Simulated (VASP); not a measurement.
Energy against volume of PtAl₂ (fluorite). These are MS2 meta-GGA, VASP's PBE PAW potentials (set 64) (plane waves; VASP 6.6.1) values and carry that method's errors. Numerical set-up: 520 eV cut-off, 9×9×9 Γ-centred mesh, first-order Methfessel-Paxton smearing of 0.10 eV, potentials Al Pt.

```json
[
 {"V (Å³/atom)": "16.553", "E (eV/atom)": "-1.91468"},
 {"V (Å³/atom)": "17.065", "E (eV/atom)": "-1.92181"},
 {"V (Å³/atom)": "17.577", "E (eV/atom)": "-1.91531"},
 {"V (Å³/atom)": "18.089", "E (eV/atom)": "-1.89724"}
]
```

Task: Fit these four points and predict the energy of the run at 16.041 Å³/atom.

Result: A cubic in V^(−2/3), the third-order Birch-Murnaghan form, passes through the four points with V0 = 17.06 Å³/atom and B0 = 142 GPa, and gives -1.8915 eV/atom there. The run gave -1.8916 eV/atom, -0.1 meV/atom from the fit; all five points give B0 = 142 GPa.

The compound is PtAl2 in the fluorite structure. It was relaxed first.
